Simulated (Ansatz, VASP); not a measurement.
# GaW3N (W3GaN antiperovskite): VASP beside Ansatz, part 3 of 3

Aim: how closely do two programs agree when they are given the same cell, functional and k mesh? The cell is generated by rule, not measured, and may not be a known phase. The cell is taken from a series of runs on this material, whose earlier steps may have relaxed, scaled, displaced or heated it; both programs get it as it stands.

VASP 6.6.1 and Ansatz 0.2.0.

So far: Set-up; Ansatz: zone-centre phonons, PBE; VASP: zone-centre phonons, PBE.

### 3. VASP: zone-centre phonons, PBE (continued)

Level of this step: PBE, no spin polarisation; plane waves and PAW (Ga_d, W, N); invented cell (VASP).

Numbers of over 12 decimals in the logs are rounded to 6 here.

From OUTCAR (step 3):

```text
ion  position               nearest neighbor table
   1  0.000  0.000  0.000-   2 2.91   3 2.91   4 2.91   3 2.91   4 2.91   2 2.91   4 2.91   4 2.91
                             2 2.91   3 2.91   3 2.91   2 2.91
   2  0.500  0.500  0.000-   5 2.06   5 2.06   4 2.91   1 2.91   3 2.91   4 2.91   3 2.91   1 2.91
                             3 2.91   3 2.91   1 2.91   4 2.91   4 2.91   1 2.91
   3  0.500  0.000  0.500-   5 2.06   5 2.06   4 2.91   1 2.91   1 2.91   2 2.91   2 2.91   4 2.91
                             2 2.91   2 2.91   1 2.91   4 2.91   1 2.91   4 2.91
   4  0.000  0.500  0.500-   5 2.06   5 2.06   3 2.91   1 2.91   1 2.91   2 2.91   1 2.91   3 2.91
                             1 2.91   2 2.91   3 2.91   2 2.91   2 2.91   3 2.91
   5  0.500  0.500  0.500-   2 2.06   3 2.06   4 2.06   2 2.06   3 2.06   4 2.06

  LATTYP: Found a simple cubic cell.
 ALAT       =     4.1177891151

 Subroutine GETGRP returns: Found 48 space group operations
 (whereof 48 operations were pure point group operations)

The static configuration has the point symmetry O_h .

 Found     10 irreducible k-points:

   k-points           NKPTS =     10   k-points in BZ     NKDIM =     10   number of bands    NBANDS=     24

   dimension x,y,z NGX =    36 NGY =   36 NGZ =   36
   dimension x,y,z NGXF=    72 NGYF=   72 NGZF=   72

   ENCUT  =  600.0 eV  44.10 Ry    6.64 a.u.   8.22  8.22  8.22*2*pi/ulx,y,z

   NELECT =      36.0000    total number of electrons

 k-points in reciprocal lattice and weights: Automatic mesh
   0.00000000  0.00000000  0.00000000       0.016
   0.25000000  0.00000000  0.00000000       0.094
   0.50000000  0.00000000  0.00000000       0.047
   0.25000000  0.25000000  0.00000000       0.188
   0.50000000  0.25000000  0.00000000       0.188
   0.50000000  0.50000000  0.00000000       0.047
   0.25000000  0.25000000  0.25000000       0.125
   0.50000000  0.25000000  0.25000000       0.188
   0.50000000  0.50000000  0.25000000       0.094
   0.50000000  0.50000000  0.50000000       0.016

 average (electrostatic) potential at core
       1 -62.4708       2 -38.1864       3 -38.1864       4 -38.1864       5 -62.8706

  Total       -0.2879573     -0.2879573     -0.2879573     -0.0000000      0.0000000     -0.0000000
  in kB       -6.6076405     -6.6076405     -6.6076405     -0.0000000      0.0000000     -0.0000000
  external PRESSURE =      -6.6076405 kB  Pullay stress =       0.0000000 kB

  energy-cutoff  :      600.00
  volume of cell :       69.82
      direct lattice vectors                 reciprocal lattice vectors
     4.117789115  0.000000000  0.000000000     0.242848765  0.000000000  0.000000000
     0.000000000  4.117789115  0.000000000     0.000000000  0.242848765  0.000000000
     0.000000000  0.000000000  4.117789115     0.000000000  0.000000000  0.242848765

 POSITION                                       TOTAL-FORCE (eV/Angst)
 -----------------------------------------------------------------------------------
      0.00000      0.00000      0.00000         0.000000      0.000000      0.000000
      2.05889      2.05889      0.00000         0.000000      0.000000      0.000000
      2.05889      0.00000      2.05889         0.000000      0.000000      0.000000
      0.00000      2.05889      2.05889         0.000000      0.000000      0.000000
      2.05889      2.05889      2.05889         0.000000      0.000000      0.000000
 -----------------------------------------------------------------------------------
    total drift:                                0.000000      0.000000      0.000000

 Eigenvectors and eigenvalues of the dynamical matrix
 ----------------------------------------------------

   1 f  =   18.959288 THz   119.124718 2PiTHz  632.413765 cm-1    78.409278 meV
             X         Y         Z           dx          dy          dz
      0.000000  0.000000  0.000000     0.000004   -0.002299    0.000049
      2.058895  2.058895  0.000000     0.000010   -0.004982   -0.005932
      2.058895  0.000000  2.058895     0.000010    0.276511    0.000107
      0.000000  2.058895  2.058895    -0.000530   -0.004982    0.000107
      2.058895  2.058895  2.058895     0.001842   -0.960741    0.020610

   2 f  =   18.959288 THz   119.124718 2PiTHz  632.413765 cm-1    78.409278 meV
             X         Y         Z           dx          dy          dz
      0.000000  0.000000  0.000000     0.002300    0.000004   -0.000000
      2.058895  2.058895  0.000000     0.004983    0.000010    0.000042
      2.058895  0.000000  2.058895     0.004983   -0.000529   -0.000001
      0.000000  2.058895  2.058895    -0.276575    0.000010   -0.000001
      2.058895  2.058895  2.058895     0.960962    0.001839   -0.000147

   3 f  =   18.959288 THz   119.124718 2PiTHz  632.413765 cm-1    78.409278 meV
             X         Y         Z           dx          dy          dz
      0.000000  0.000000  0.000000    -0.000000   -0.000049   -0.002299
      2.058895  2.058895  0.000000    -0.000001   -0.000107    0.276512
      2.058895  0.000000  2.058895    -0.000001    0.005932   -0.004982
      0.000000  2.058895  2.058895     0.000031   -0.000107   -0.004982
      2.058895  2.058895  2.058895    -0.000108   -0.020610   -0.960743

   4 f  =    4.575789 THz    28.750529 2PiTHz  152.631884 cm-1    18.923933 meV
             X         Y         Z           dx          dy          dz
      0.000000  0.000000  0.000000     0.050039   -0.008529   -0.932932
      2.058895  2.058895  0.000000    -0.013173    0.002245    0.074789
      2.058895  0.000000  2.058895    -0.013173    0.000684    0.245604
      0.000000  2.058895  2.058895    -0.004011    0.002245    0.245604
      2.058895  2.058895  2.058895    -0.001138    0.000194    0.021210

   5 f  =    4.575789 THz    28.750529 2PiTHz  152.631884 cm-1    18.923933 meV
             X         Y         Z           dx          dy          dz
      0.000000  0.000000  0.000000     0.919668   -0.156761    0.050761
      2.058895  2.058895  0.000000    -0.242112    0.041269   -0.004069
      2.058895  0.000000  2.058895    -0.242112    0.012567   -0.013363
      0.000000  2.058895  2.058895    -0.073726    0.041269   -0.013363
      2.058895  2.058895  2.058895    -0.020909    0.003564   -0.001154

   6 f  =    4.575789 THz    28.750529 2PiTHz  152.631884 cm-1    18.923933 meV
             X         Y         Z           dx          dy          dz
      0.000000  0.000000  0.000000     0.156993    0.921028   -0.000000
      2.058895  2.058895  0.000000    -0.041330   -0.242470    0.000000
      2.058895  0.000000  2.058895    -0.041330   -0.073835    0.000000
      0.000000  2.058895  2.058895    -0.012585   -0.242470    0.000000
      2.058895  2.058895  2.058895    -0.003569   -0.020940   -0.000000

   7 f  =    1.815281 THz    11.405749 2PiTHz   60.551267 cm-1     7.507397 meV
             X         Y         Z           dx          dy          dz
      0.000000  0.000000  0.000000     0.006137   -0.130521   -0.035342
      2.058895  2.058895  0.000000     0.017578   -0.373826    0.206767
      2.058895  0.000000  2.058895     0.017578    0.763601   -0.101224
      0.000000  2.058895  2.058895    -0.035906   -0.373826   -0.101224
      2.058895  2.058895  2.058895    -0.010531    0.223962    0.060644

   8 f  =    1.815281 THz    11.405749 2PiTHz   60.551267 cm-1     7.507397 meV
             X         Y         Z           dx          dy          dz
      0.000000  0.000000  0.000000    -0.135211   -0.006353   -0.000018
      2.058895  2.058895  0.000000    -0.387259   -0.018196    0.000105
      2.058895  0.000000  2.058895    -0.387259    0.037167   -0.000052
      0.000000  2.058895  2.058895     0.791042   -0.018196   -0.000052
      2.058895  2.058895  2.058895     0.232010    0.010901    0.000031

   9 f  =    1.815281 THz    11.405749 2PiTHz   60.551267 cm-1     7.507397 meV
             X         Y         Z           dx          dy          dz
      0.000000  0.000000  0.000000    -0.001641    0.035304   -0.130665
      2.058895  2.058895  0.000000    -0.004701    0.101115    0.764445
      2.058895  0.000000  2.058895    -0.004701   -0.206544   -0.374239
      0.000000  2.058895  2.058895     0.009603    0.101115   -0.374239
      2.058895  2.058895  2.058895     0.002816   -0.060579    0.224209

  10 f/i=    0.007101 THz     0.044620 2PiTHz    0.236878 cm-1     0.029369 meV
             X         Y         Z           dx          dy          dz
      0.000000  0.000000  0.000000     0.010555    0.057032    0.324606
      2.058895  2.058895  0.000000     0.017213    0.093008    0.530822
      2.058895  0.000000  2.058895     0.017213    0.093264    0.529365
      0.000000  2.058895  2.058895     0.017260    0.093008    0.529365
      2.058895  2.058895  2.058895     0.004764    0.025741    0.146509

  11 f/i=    0.007101 THz     0.044620 2PiTHz    0.236878 cm-1     0.029369 meV
             X         Y         Z           dx          dy          dz
      0.000000  0.000000  0.000000    -0.243217    0.220518   -0.030836
      2.058895  2.058895  0.000000    -0.396636    0.359619   -0.050425
      2.058895  0.000000  2.058895    -0.396636    0.360608   -0.050287
      0.000000  2.058895  2.058895    -0.397727    0.359619   -0.050287
      2.058895  2.058895  2.058895    -0.109774    0.099529   -0.013917

  12 f/i=    0.007101 THz     0.044620 2PiTHz    0.236878 cm-1     0.029369 meV
             X         Y         Z           dx          dy          dz
      0.000000  0.000000  0.000000     0.222413    0.238438   -0.049125
      2.058895  2.058895  0.000000     0.362710    0.388842   -0.080333
      2.058895  0.000000  2.058895     0.362710    0.389912   -0.080112
      0.000000  2.058895  2.058895     0.363707    0.388842   -0.080112
      2.058895  2.058895  2.058895     0.100385    0.107617   -0.022172

  13 f/i=    2.557062 THz    16.066497 2PiTHz   85.294422 cm-1    10.575156 meV
             X         Y         Z           dx          dy          dz
      0.000000  0.000000  0.000000     0.000000   -0.000000   -0.000000
      2.058895  2.058895  0.000000     0.011792    0.019464   -0.000000
      2.058895  0.000000  2.058895    -0.011792   -0.000000   -0.706740
      0.000000  2.058895  2.058895     0.000000   -0.019464    0.706740
      2.058895  2.058895  2.058895     0.000000   -0.000000   -0.000000

  14 f/i=    2.557062 THz    16.066497 2PiTHz   85.294422 cm-1    10.575156 meV
             X         Y         Z           dx          dy          dz
      0.000000  0.000000  0.000000     0.000000   -0.000000   -0.000000
      2.058895  2.058895  0.000000    -0.706765   -0.018219   -0.000000
      2.058895  0.000000  2.058895     0.706765   -0.000000   -0.012294
      0.000000  2.058895  2.058895     0.000000    0.018219    0.012294
      2.058895  2.058895  2.058895     0.000000   -0.000000   -0.000000

  15 f/i=    2.557062 THz    16.066497 2PiTHz   85.294422 cm-1    10.575156 meV
             X         Y         Z           dx          dy          dz
      0.000000  0.000000  0.000000    -0.000000   -0.000000    0.000000
      2.058895  2.058895  0.000000    -0.018548    0.706604    0.000000
      2.058895  0.000000  2.058895     0.018548    0.000000    0.019151
      0.000000  2.058895  2.058895    -0.000000   -0.706604   -0.019151
      2.058895  2.058895  2.058895    -0.000000    0.000000    0.000000

 ELASTIC MODULI CONTR FROM IONIC RELAXATION (kBar)
 Direction    XX          YY          ZZ          XY          YZ          ZX
 --------------------------------------------------------------------------------
 XX           0.0000      0.0000      0.0000      0.0000      0.0000      0.0000
 YY           0.0000      0.0000      0.0000      0.0000      0.0000      0.0000
 ZZ           0.0000      0.0000      0.0000      0.0000      0.0000      0.0000
 XY           0.0000      0.0000      0.0000      0.0000      0.0000      0.0000
 YZ           0.0000      0.0000      0.0000      0.0000      0.0000      0.0000
 ZX           0.0000      0.0000      0.0000      0.0000      0.0000      0.0000
 --------------------------------------------------------------------------------
```

This run has no spin polarisation, so a moment on W, if there is one, isn't seen. Energies printed during the response cycles are not total energies of the cell. The k-mesh is coarse for a metal. The data set W keeps the semicore shell frozen, which is cheaper and a little less accurate.

### 4. Comparison

Known differences besides the potentials themselves: VASP's run holds the zone centre alone; the data sets hold 60 valence electrons in Ansatz (on its default PAW (the set named soft_2) files) and 36 in VASP; the cutoff is 420 eV in Ansatz and 600 eV in VASP. Total energies have different zeros and are not compared.

Compared:

```
                                                   quantity  Ansatz   VASP  difference
optical mode 1 to 3 (imaginary, printed as negative) (cm⁻¹)   -79.5  -85.3        +5.8
                                 optical mode 4 to 6 (cm⁻¹)    69.0   60.6    +13.94 %
                                 optical mode 7 to 9 (cm⁻¹)   153.3  152.6     +0.41 %
                               optical mode 10 to 12 (cm⁻¹)   611.5  632.4     -3.30 %
```

Modes are paired by rising frequency, not by their patterns, so a pair may set unlike modes beside each other; they are those without the splitting of longitudinal modes.

### 5. Results

| Item | Value |
| --- | --- |
| r.m.s. difference of the optical zone-centre modes, each program's sorted by frequency (zone-centre phonons, PBE) | 12 cm⁻¹ |
| difference in optical mode 4 to 6 (zone-centre phonons, PBE) | +13.9 % |

The r.m.s. difference of the optical zone-centre modes, each program's sorted by frequency is 12 cm⁻¹ (zone-centre phonons, PBE). The data sets hold unlike numbers of valence electrons (60 in Ansatz and 36 in VASP), so part of the differences comes from the potentials. Among the rows given in per cent, the largest difference of the zone-centre phonons, PBE pair is in optical mode 4 to 6, +13.9 %. What causes the difference of the zone-centre phonons, PBE pair stays open here. How closely two codes agree says nothing of how well the functional describes the real material.

[Lines on the potential files, build, host, timing and source positions are cut from VASP's logs without a mark.]

[Logs are printed without paths, hosts, clocks, repeated set-up lines and the standing remarks that a program may print on its own settings, such as how far it seeks lower states.]

[Hosts, paths, dates, database ids (printed as entryN), source tags and the programs' standing remarks are cut or masked in the printed files.]
